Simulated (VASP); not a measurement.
```
O2Si
1.0
    8.29084     0.00000     0.00000
    0.00000     4.40373     2.48987
    0.00000    -4.40373     2.48987
Si O
4 8
Direct
  0.93734   0.66897   0.33988
  0.06266   0.33988   0.66897
  0.56266   0.66897   0.33988
  0.43734   0.33988   0.66897
  0.00000   0.60210   0.60210
  0.50000   0.60210   0.60210
  0.54250   0.03170   0.46532
  0.45750   0.46532   0.03170
  0.95750   0.03170   0.46532
  0.04250   0.46532   0.03170
  0.25000   0.26170   0.57639
  0.75000   0.57639   0.26170
```

These are r2SCAN meta-GGA, VASP's PBE PAW potentials (set 64) (plane waves; VASP 6.6.1) values and carry that method's errors. Numerical set-up: 520 eV cut-off, 3×6×6 Γ-centred mesh, tetrahedra with Blöchl corrections, potentials Si O.

Problem. Tabulate the total density of states (states/eV per cell) against energy (eV; zero at the valence-band maximum or, without a gap, the Fermi level).

Solution. 
```csv
E (eV),DOS (states/eV)
-9.94,0.00
-9.10,1.22
-8.26,3.28
-7.42,0.37
-6.58,3.00
-5.86,1.56
-5.02,8.25
-4.18,0.00
-3.34,0.00
-2.50,10.6
-1.66,15.6
-0.82,12.1
-0.10,6.88
0.74,0.00
1.58,0.00
2.42,0.00
3.26,0.00
4.10,0.00
4.94,0.00
5.78,0.00
6.62,0.10
7.34,0.64
8.18,1.24
9.02,1.86
9.86,5.76
```
Within 2 eV below the valence-band maximum the largest weight inside VASP's projection spheres is O p.

The structure comes from a computed database's SiO2 entry (Ama2); how it stands against other phases isn't given here. It was relaxed first.
